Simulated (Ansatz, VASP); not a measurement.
# SiO2 (Cristobalite) in two plane-wave programs, part 3 of 3

Wanted: the spread between two codes on one cell, functional and k mesh. The cell is taken from a series of runs on this material, whose earlier steps may have relaxed, scaled, displaced or heated it; both programs get it as it stands.

VASP 6.6.1 and Ansatz 0.2.0.

So far: The structure; Ansatz: zone-centre phonons, LDA; VASP: zone-centre phonons, LDA.

## Step 3: VASP: zone-centre phonons, LDA (continued)

Level of this step: LDA; plane waves and PAW (O, Si) (VASP).

Numbers of over 12 decimals in the logs are rounded to 6 here.

Parts of OUTCAR (step 3):

```text
ion  position               nearest neighbor table
   1  0.242  0.086  0.171-   9 1.61  10 1.61
   2  0.414  0.742  0.421-  10 1.61  11 1.61
   3  0.758  0.914  0.671-  11 1.61  12 1.61
   4  0.586  0.258  0.921-  12 1.61   9 1.61
   5  0.742  0.414  0.579-  12 1.61  11 1.61
   6  0.914  0.758  0.329-  11 1.61  10 1.61
   7  0.258  0.586  0.079-  10 1.61   9 1.61
   8  0.086  0.242  0.829-   9 1.61  12 1.61
   9  0.291  0.291  0.000-   1 1.61   8 1.61   7 1.61   4 1.61  10 3.11  12 3.11  10 3.11  12 3.11

  LATTYP: Found a simple tetragonal cell.
 ALAT       =     5.0916753046
 C/A-ratio  =     1.3702249985

 Subroutine GETGRP returns: Found  8 space group operations
 (whereof  2 operations were pure point group operations)

The static configuration has the point symmetry C_2 .
 The point group associated with its full space group is D_4 .

 Found     18 irreducible k-points:

   k-points           NKPTS =     18   k-points in BZ     NKDIM =     18   number of bands    NBANDS=     44

   dimension x,y,z NGX =    42 NGY =   42 NGZ =   56
   dimension x,y,z NGXF=    84 NGYF=   84 NGZF=  112

   ENCUT  =  600.0 eV  44.10 Ry    6.64 a.u.  10.17 10.17 13.93*2*pi/ulx,y,z

   NELECT =      64.0000    total number of electrons

 k-points in reciprocal lattice and weights: Automatic mesh
   0.00000000  0.00000000  0.00000000       0.016
   0.25000000  0.00000000  0.00000000       0.062
   0.50000000  0.00000000  0.00000000       0.031
   0.25000000  0.25000000  0.00000000       0.062
   0.50000000  0.25000000  0.00000000       0.062
   0.50000000  0.50000000  0.00000000       0.016
   0.00000000  0.00000000  0.25000000       0.031
   0.25000000  0.00000000  0.25000000       0.125
   0.50000000  0.00000000  0.25000000       0.062
[...]
0.50000000  0.25000000  0.50000000       0.062
   0.50000000  0.50000000  0.50000000       0.016

 average (electrostatic) potential at core
       1 -74.9769       2 -74.9769       3 -74.9769       4 -74.9769       5 -74.9769
       6 -74.9769       7 -74.9769       8 -74.9769       9 -89.5868      10 -89.5868
      11 -89.5868      12 -89.5868

  Total       -1.2483246     -1.2483246      0.1256378      0.0000000      0.0000000      0.0000000
  in kB      -11.0576827    -11.0576827      1.1129018      0.0000000      0.0000000      0.0000000
  external PRESSURE =      -7.0008212 kB  Pullay stress =       0.0000000 kB

  energy-cutoff  :      600.00
  volume of cell :      180.87
      direct lattice vectors                 reciprocal lattice vectors
     5.091675305  0.000000000  0.000000000     0.196399012  0.000000000  0.000000000
     0.000000000  5.091675305  0.000000000     0.000000000  0.196399012  0.000000000
     0.000000000  0.000000000  6.976740787     0.000000000  0.000000000  0.143333403

 POSITION                                       TOTAL-FORCE (eV/Angst)
 -----------------------------------------------------------------------------------
      1.23320      0.43839      1.19629        -0.000078      0.005183      0.001650
[...]
2.984232  1.312636  6.428845    -0.287820    0.049830    0.212916
      3.779039  2.107443  4.036266     0.038598   -0.220152    0.165838
      4.653281  3.858474  2.292081     0.282137    0.047115   -0.198024
      1.312636  2.984232  0.547896     0.038598   -0.220152   -0.165838
      0.438395  1.233201  5.780451     0.282137    0.047115    0.198024
      1.482574  1.482574  0.000000     0.010849   -0.006058   -0.041809
      1.063264  4.028411  1.744185    -0.062142   -0.061487    0.305725
      3.609101  3.609101  3.488370     0.010849   -0.006058    0.041809
      4.028411  1.063264  5.232556    -0.062142   -0.061487   -0.305725

   2 f  =   36.323657 THz   228.228270 2PiTHz 1211.626789 cm-1   150.222508 meV
             X         Y         Z           dx          dy          dz
      1.233201  0.438395  1.196289     0.049830    0.287820   -0.212916
      2.107443  3.779039  2.940475     0.212670   -0.035022    0.146228
      3.858474  4.653281  4.684660     0.049830    0.287820    0.212916
      2.984232  1.312636  6.428845     0.212670   -0.035022   -0.146228
      3.779039  2.107443  4.036266     0.047115   -0.282137    0.198024
      4.653281  3.858474  2.292081    -0.220152   -0.038598    0.165838
      1.312636  2.984232  0.547896     0.047115   -0.282137   -0.198024
      0.438395  1.233201  5.780451    -0.220152   -0.038598   -0.165838
      1.482574  1.482574  0.000000    -0.061487    0.062142    0.305725
      1.063264  4.028411  1.744185    -0.006058   -0.010849    0.041809
      3.609101  3.609101  3.488370    -0.061487    0.062142   -0.305725
      4.028411  1.063264  5.232556    -0.006058   -0.010849   -0.041809

   3 f  =   34.421558 THz   216.277030 2PiTHz 1148.179600 cm-1   142.356063 meV
             X         Y         Z           dx          dy          dz
      1.233201  0.438395  1.196289     0.054232    0.287781   -0.198048
      2.107443  3.779039  2.940475     0.287781   -0.054232    0.198048
      3.858474  4.653281  4.684660    -0.054232   -0.287781   -0.198048
      2.984232  1.312636  6.428845    -0.287781    0.054232    0.198048
      3.779039  2.107443  4.036266    -0.054232    0.287781   -0.198048
      4.653281  3.858474  2.292081    -0.287781   -0.054232    0.198048
      1.312636  2.984232  0.547896     0.054232   -0.287781   -0.198048
      0.438395  1.233201  5.780451     0.287781    0.054232    0.198048
      1.482574  1.482574  0.000000    -0.004202   -0.004202   -0.000000
      1.063264  4.028411  1.744185    -0.004202    0.004202    0.000000
      3.609101  3.609101  3.488370     0.004202    0.004202   -0.000000
      4.028411  1.063264  5.232556     0.004202   -0.004202   -0.000000

   4 f  =   33.146086 THz   208.262999 2PiTHz 1105.634409 cm-1   137.081134 meV
             X         Y         Z           dx          dy          dz
      1.233201  0.438395  1.196289     0.045332    0.244625   -0.185857
      2.107443  3.779039  2.940475     0.244625   -0.045332    0.185857
      3.858474  4.653281  4.684660    -0.045332   -0.244625   -0.185857
      2.984232  1.312636  6.428845    -0.244625    0.045332    0.185857
      3.779039  2.107443  4.036266     0.045332   -0.244625    0.185857
      4.653281  3.858474  2.292081     0.244625    0.045332   -0.185857
      1.312636  2.984232  0.547896    -0.045332    0.244625    0.185857
      0.438395  1.233201  5.780451    -0.244625   -0.045332   -0.185857
      1.482574  1.482574  0.000000     0.159800   -0.159800    0.077779
      1.063264  4.028411  1.744185    -0.159800   -0.159800   -0.077779
      3.609101  3.609101  3.488370    -0.159800    0.159800    0.077779
      4.028411  1.063264  5.232556     0.159800    0.159800   -0.077779

   5 f  =   33.126589 THz   208.140498 2PiTHz 1104.984071 cm-1   137.000503 meV
             X         Y         Z           dx          dy          dz
      1.233201  0.438395  1.196289    -0.031457   -0.278298    0.216565
      2.107443  3.779039  2.940475    -0.202335    0.062842   -0.146646
      3.858474  4.653281  4.684660    -0.031457   -0.278298   -0.216565
      2.984232  1.312636  6.428845    -0.202335    0.062842    0.146646
      3.779039  2.107443  4.036266     0.068795   -0.266749    0.197130
      4.653281  3.858474  2.292081    -0.217336   -0.014349    0.171887
      1.312636  2.984232  0.547896     0.068795   -0.266749   -0.197130
      0.438395  1.233201  5.780451    -0.217336   -0.014349   -0.171887
      1.482574  1.482574  0.000000     0.149762    0.191623   -0.008669
      1.063264  4.028411  1.744185     0.138868    0.183235    0.066708
      3.609101  3.609101  3.488370     0.149762    0.191623    0.008669
      4.028411  1.063264  5.232556     0.138868    0.183235   -0.066708

   6 f  =   33.126589 THz   208.140498 2PiTHz 1104.984071 cm-1   137.000503 meV
             X         Y         Z           dx          dy          dz
      1.233201  0.438395  1.196289     0.062842    0.202335   -0.146646
      2.107443  3.779039  2.940475    -0.278298    0.031457   -0.216565
      3.858474  4.653281  4.684660     0.062842    0.202335    0.146646
      2.984232  1.312636  6.428845    -0.278298    0.031457    0.216565
      3.779039  2.107443  4.036266    -0.014349    0.217336   -0.171887
      4.653281  3.858474  2.292081    -0.266749   -0.068795    0.197130
      1.312636  2.984232  0.547896    -0.014349    0.217336    0.171887
      0.438395  1.233201  5.780451    -0.266749   -0.068795   -0.197130
      1.482574  1.482574  0.000000     0.183235   -0.138868    0.066708
      1.063264  4.028411  1.744185     0.191623   -0.149762    0.008669
      3.609101  3.609101  3.488370     0.183235   -0.138868   -0.066708
      4.028411  1.063264  5.232556     0.191623   -0.149762   -0.008669

   7 f  =   33.069599 THz   207.782416 2PiTHz 1103.083075 cm-1   136.764809 meV
             X         Y         Z           dx          dy          dz
      1.233201  0.438395  1.196289    -0.044511   -0.244423    0.185423
      2.107443  3.779039  2.940475     0.244423   -0.044511    0.185423
      3.858474  4.653281  4.684660     0.044511    0.244423    0.185423
      2.984232  1.312636  6.428845    -0.244423    0.044511    0.185423
      3.779039  2.107443  4.036266    -0.044511    0.244423   -0.185423
      4.653281  3.858474  2.292081     0.244423    0.044511   -0.185423
      1.312636  2.984232  0.547896     0.044511   -0.244423   -0.185423
      0.438395  1.233201  5.780451    -0.244423   -0.044511   -0.185423
      1.482574  1.482574  0.000000     0.169985    0.169985   -0.000000
      1.063264  4.028411  1.744185    -0.169985    0.169985   -0.000000
      3.609101  3.609101  3.488370    -0.169985   -0.169985    0.000000
      4.028411  1.063264  5.232556     0.169985   -0.169985    0.000000

   8 f  =   32.918095 THz   206.830490 2PiTHz 1098.029455 cm-1   136.138240 meV
             X         Y         Z           dx          dy          dz
      1.233201  0.438395  1.196289    -0.032385   -0.266877    0.152209
      2.107443  3.779039  2.940475     0.266877   -0.032385    0.152209
      3.858474  4.653281  4.684660     0.032385    0.266877    0.152209
      2.984232  1.312636  6.428845    -0.266877    0.032385    0.152209
      3.779039  2.107443  4.036266     0.032385   -0.266877    0.152209
      4.653281  3.858474  2.292081    -0.266877   -0.032385    0.152209
      1.312636  2.984232  0.547896    -0.032385    0.266877    0.152209
      0.438395  1.233201  5.780451     0.266877    0.032385    0.152209
      1.482574  1.482574  0.000000     0.056137   -0.056137   -0.229821
    [... 421 further lines ...]
      3.609101  3.609101  3.488370     0.268393    0.212402    0.000221
      4.028411  1.063264  5.232556     0.268179    0.212131    0.001897

 MACROSCOPIC STATIC DIELECTRIC TENSOR IONIC CONTRIBUTION
 ------------------------------------------------------
           1.797590    -0.000000     0.000000
          -0.000000     1.797590     0.000000
           0.000000     0.000000     1.615337
 ------------------------------------------------------

 ELASTIC MODULI CONTR FROM IONIC RELAXATION (kBar)
 Direction    XX          YY          ZZ          XY          YZ          ZX
 --------------------------------------------------------------------------------
 XX       -3177.1194   -193.5070  -1300.5759      0.0000     -0.0000      0.0000
 YY        -193.5070  -3177.1194  -1300.5759      0.0000     -0.0000      0.0000
 ZZ       -1300.5759  -1300.5759  -2155.8577     -0.0000      0.0000      0.0000
 XY           0.0000      0.0000     -0.0000   -146.4357     -0.0000     -0.0000
 YZ           0.0000     -0.0000      0.0000     -0.0000   -718.5047     -0.0000
 ZX           0.0000      0.0000      0.0000     -0.0000     -0.0000   -720.8022
 --------------------------------------------------------------------------------

 PIEZOELECTRIC TENSOR IONIC CONTR  for field in x, y, z        (C/m^2)
          XX          YY          ZZ          XY          YZ          ZX
  --------------------------------------------------------------------------------
  x    -0.00000     0.00000     0.00000     0.00000    -0.01977     0.00000
  y    -0.00000     0.00000    -0.00000     0.00000     0.00000     0.02180
  z     0.00000     0.00000    -0.00000     0.00006    -0.00000    -0.00000
```

## Step 4: Differences

Known differences besides the potentials themselves: the two LDA forms differ slightly; fixed occupations in Ansatz, narrow Gaussian smearing in VASP; the cutoff is 420 eV in Ansatz and 600 eV in VASP; VASP's log shows a relativistic correction to its local exchange, Ansatz's none. Total energies have different zeros and are not compared.

Compared:

| quantity | Ansatz | VASP | difference |
| --- | --- | --- | --- |
| ε∞ xx | 2.23 | 2.22 | +0.41 % |
| ε∞ yy | 2.23 | 2.22 | +0.41 % |
| ε∞ zz | 2.21 | 2.20 | +0.41 % |
| Born charge of O1 (mean of the diagonal) (e) | -1.69 | -1.67 | -0.01 |
| Born charge of Si9 (mean of the diagonal) (e) | 3.37 | 3.34 | +0.03 |

Zone-centre modes by rising frequency (cm⁻¹; imaginary ones negative):

| program | modes |
| --- | --- |
| Ansatz | 0.0, 0.0, 0.0, 34.5, 96.5, 120.0, 120.0, 199.2, 263.9, 263.9, 273.4, 287.1, 354.5, 354.5, 354.8, 355.2, 378.2, 405.1, 440.3, 440.3, 457.7, 592.0, 592.0, 762.5, 776.3, 776.8, 777.3, 777.3, 1088.2, 1093.3, 1095.2, 1095.2, 1095.8, 1144.3, 1206.1, 1206.1 |
| VASP | -1.2, -1.2, -0.3, 34.8, 95.0, 119.2, 119.2, 198.4, 266.7, 266.7, 276.0, 290.0, 354.9, 356.1, 356.1, 357.6, 377.9, 407.4, 442.5, 442.5, 459.7, 594.4, 594.4, 763.0, 778.7, 779.2, 779.2, 779.6, 1098.0, 1103.1, 1105.0, 1105.0, 1105.6, 1148.2, 1211.6, 1211.6 |

The two lists differ in the order or number of single and degenerate modes, so they aren't paired one by one; the r.m.s. figure in the results sets the two lists side by side in order.

## Step 5: Outcome

| Property | Result |
| --- | --- |
| r.m.s. difference of the optical zone-centre modes, each program's sorted by frequency (zone-centre phonons, LDA) | 4.5 cm⁻¹ |

The r.m.s. difference of the optical zone-centre modes, each program's sorted by frequency is 4.5 cm⁻¹ (zone-centre phonons, LDA). How closely two codes agree says nothing of how well the functional describes the real material.

[Lines on the potential files, build, host, timing and source positions are cut from VASP's logs without a mark.]

[Logs are printed without paths, hosts, clocks, repeated set-up lines and the standing remarks that a program may print on its own settings, such as how far it seeks lower states.]

[Hosts, paths, dates, database ids (printed as entryN), source tags and the programs' standing remarks are cut or masked in the printed files.]
